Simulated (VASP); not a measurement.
Level of theory: PBE GGA, VASP's PBE PAW potentials (set 64) (plane waves; VASP).

VASP input:

### KPOINTS
```
Automatic
0
gamma
 11 11 11
```

File POSCAR:
```
PdIn
1
    3.2413750937     0.0000000000     0.0000000000
    0.0000000000     3.2413750937     0.0000000000
    0.0000000000     0.0000000000     3.2413750937
In Pd
1 1
Direct
  0.5000000000   0.5000000000   0.5000000000
  0.0000000000   0.0000000000   0.0000000000
```

INCAR:
```
SYSTEM = PdIn
PREC = Accurate
ENCUT = 520
EDIFF = 1E-7
NELM = 100
ALGO = Normal
LREAL = .FALSE.
LASPH = .TRUE.
ISMEAR = 1
SIGMA = 0.1
GGA = PE
LMAXMIX = 4
LWAVE = .FALSE.
LCHARG = .FALSE.
ISIF = 2
```

POTCAR, in this order: In_d Pd (PBE.64 set). Program: vasp_std.

Question: What will the output report for the number of irreducible k-points (NKPTS), largest plane-wave count, number of space-group operations, FFT grid (NGX, NGY, NGZ)?

Answer: 
The number of irreducible k-points (NKPTS) is 56, the largest plane-wave count is 937 and the number of space-group operations comes out as 48. The FFT grid (NGX, NGY, NGZ) is 24 × 24 × 24.

The compound is PdIn in the CsCl type structure. This cell is one point of a volume scan, at 0.94 of the reference volume. The electron count is odd and the run is not spin-polarised, which forces a metal.
